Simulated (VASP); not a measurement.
Here is the system:

```
CELL_PARAMETERS angstrom
      1.22705    -2.12531     0.00000
      1.22705     2.12531     0.00000
      0.00000     0.00000     3.95823
ATOMIC_POSITIONS crystal
  Co 0.33333 0.66667 0.25000
  Co 0.66667 0.33333 0.75000
```
Starting moments (μB, in the order of the record's atoms Co Co): 1.6 1.6.

Computed with PBEsol GGA, VASP's PBE PAW potentials (set 64) (plane waves; VASP). Numerical set-up: 400 eV cut-off, 19×19×10 Γ-centred mesh, tetrahedra with Blöchl corrections, potentials Co.

Q: Estimate the cell moment, energy per atom (σ→0), band gap (on the k-mesh) with the smallest direct gap where there is one.

A: 
```json
{
  "band gap (on the k-mesh)": "none (metal, semimetal or under 0.01 eV)",
  "cell_moment": "3.10 μB",
  "energy per atom (σ→0)": "-7738 meV/atom"
}
```

Q: Give the moment on each site (PAW-sphere projection).

A: 
```
site  moment (μB)
----  -----------
Co1          1.56
Co2          1.56
```

Only differences to runs with the same potentials and settings are physical.

The compound is Co in the hcp structure. It was relaxed first, which changed the volume by -7 %.
